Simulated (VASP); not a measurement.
Given:

```
CELL_PARAMETERS angstrom
      0.00000     2.56070     2.56070
      2.56070     0.00000     2.56070
      2.56070     2.56070     0.00000
ATOMIC_POSITIONS crystal
  Si 0.25000 0.25000 0.25000
  Si 0.75000 0.75000 0.75000
  Ni 0.00000 0.00000 0.00000
```

Method: LDA (Ceperley-Alder, Perdew-Zunger), VASP's LDA PAW potentials (set 64) (plane waves; VASP). Settings: 500 eV cut-off, 10×10×10 Γ-centred mesh, first-order Methfessel-Paxton smearing of 0.10 eV, potentials Si Ni.

What does the run give for the energy per atom (σ→0), pressure, band gap (on the k-mesh) with the smallest direct gap where there is one?

The band gap (on the k-mesh) is none (metal, semimetal or under 0.01 eV) and the energy per atom (σ→0) is -6.501 eV/atom. The pressure is 29.95 GPa.

Total energies compare only between runs with the same potentials, cut-off and functional.

The compound is NiSi2 in the fluorite structure. It was relaxed first under an external pressure of 30 GPa. The run is not spin-polarised, so no magnetic state was tried.
